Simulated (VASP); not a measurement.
Input:

```
Cs
1.0
   -3.08970     3.08970     3.08970
    3.08970    -3.08970     3.08970
    3.08970     3.08970    -3.08970
Cs
1
Cartesian
  0.00000   0.00000   0.00000
```

These are AM05 GGA, VASP's PBE PAW potentials (set 64) (plane waves; VASP 6.6.1) values and carry that method's errors. Numerical set-up: 520 eV cut-off, Gaussian smearing of 0.050 eV, potentials Cs_sv.

Unless said otherwise, spin-orbit coupling is left out, though it shifts the bands of the heavy elements here.

Task: What does the run give for the band gap (along the path) with the smallest direct gap where there is one?

Result: 
```
Property                                                      Value
-------------------------  ----------------------------------------
band gap (along the path)  none (metal, semimetal or under 0.01 eV)
```

The compound is Cs in the bcc structure. It was relaxed first.
